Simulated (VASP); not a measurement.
An input for Ansatz (written as the equivalent of a VASP run, and not itself run):

Ansatz 0.2 input:
```yaml
crystal:
  lattice:
    - [3.1064111, 0.0000000, 0.0000000]
    - [0.0000000, 3.1064111, 0.0000000]
    - [0.0000000, 0.0000000, 3.1064111]
  atoms:
    - { symbol: La, position: [0.0000000, 0.0000000, 0.0000000] }
    - { symbol: O, position: [0.5000000, 0.5000000, 0.5000000] }
kpoints:
  mp_grid: { grid: [13, 13, 13] }
hamiltonian:
  xc: pbesol
  pseudopotentials: { kind: paw }
scf:
  occupations: { method: tetrahedron }
  max_iter: 100
output: { forces: true, stress: true, eigenvalues: true }
```

Task: Write the VASP files for the same calculation (PBEsol).

Result: Several could match; the one computed here: 
**KPOINTS**
```
Automatic mesh
0
Gamma
13 13 13
0 0 0
```

File POSCAR:
```
LaO
3.1064110
  1.0000000338   0.0000000000   0.0000000000
  0.0000000000   1.0000000338   0.0000000000
  0.0000000000   0.0000000000   1.0000000338
La O
1 1
Cartesian
  0.0000000000   0.0000000000   0.0000000000
  0.5000000169   0.5000000169   0.5000000169
```

INCAR:
```
SYSTEM = LaO
PREC = Accurate
ENCUT = 520
EDIFF = 1E-7
NELM = 100
ALGO = Normal
LREAL = .FALSE.
LASPH = .TRUE.
ISMEAR = -5
GGA = PS
LMAXMIX = 6
LWAVE = .FALSE.
LCHARG = .TRUE.
LORBIT = 11
NEDOS = 601
ISIF = 2
```

POTCAR, in this order: La O (PBE.64 set). Program: vasp_std.

What does not carry over: each code has its own PAW files, so the cut-off isn't converted (ENCUT is set for VASP's; basis.ecutwfc is left out, and Ansatz then takes the one that its files recommend); Ansatz stops its SCF on the density residual and VASP on the energy change (EDIFF).

The structure was generated: LaO was put into the CsCl type type (Pm-3m), which need not be its known phase. It was relaxed first, which changed the volume by -33 %.
